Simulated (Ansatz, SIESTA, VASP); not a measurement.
## Code comparison for OsRu₃ (P6_3/mmc, 8 atoms in the cell)

Self-consistent single point.

```xyz
8
Lattice="5.4304 0.0000 0.0000 -2.7152 4.7029 0.0000 0.0000 0.0000 4.2910" Properties=species:S:1:pos:R:3 pbc="T T T"
Ru     4.0665     0.7875     3.2182
Ru    -1.3513     3.9154     1.0727
Ru     1.3513     3.9154     1.0727
Ru     1.3639     0.7875     3.2182
Ru     2.7152     3.1280     3.2182
Ru     0.0000     1.5749     1.0727
Os     2.7152     1.5676     1.0727
Os     0.0000     3.1353     3.2182
```

Shared settings, as Ansatz (a first-principles code) writes them: kpoints.mp_grid.grid = 4 4 5; magnetization.spin_orbit = true; scf.occupations.method = fermi_dirac; scf.occupations.width = 0.136 eV. Potentials and cutoffs stand in the table.

```csv
code,model,pressure (GPa),largest force (eV/Å),cutoff
VASP,"PBEsol, spin-orbit coupling, VASP's PBE PAW potentials (set 64)",-6.83,0.082,300 eV
Ansatz,"PBEsol with spin-orbit coupling, PAW files made with PBE",-6.28,0.062,default
SIESTA,"GGA PBEsol with spin-orbit coupling, numerical atomic orbitals DZP, PseudoDojo PBEsol fully relativistic norm-conserving potentials (rewritten from UPF to PSML)",–,0.152,grid 400 Ry
```

A dash marks a value that a program does not give, or that is left out as unsure.

The spread over the programs that give each value: pressure within 0.55 GPa; largest force within 0.090 eV/Å.

SIESTA uses small atom-centred bases, whose incompleteness enters pressures, forces and empty levels differently from a plane-wave cutoff. Ansatz's pressure is given at a fixed set of plane waves, as the other plane-wave codes print theirs; with its correction for the finite basis it is -6.00 GPa (the shift of 0.28 GPa shows how far the cutoff is from converged).

VASP's run is marked for a possible Pulay error in its stress at this cutoff; no cutoff test was made.

The starting cell comes from a database of computed structures (which also holds hypothetical and non-ambient phases and stackings), without a prior relaxation at this level.

Keys are those of Ansatz 0.2.
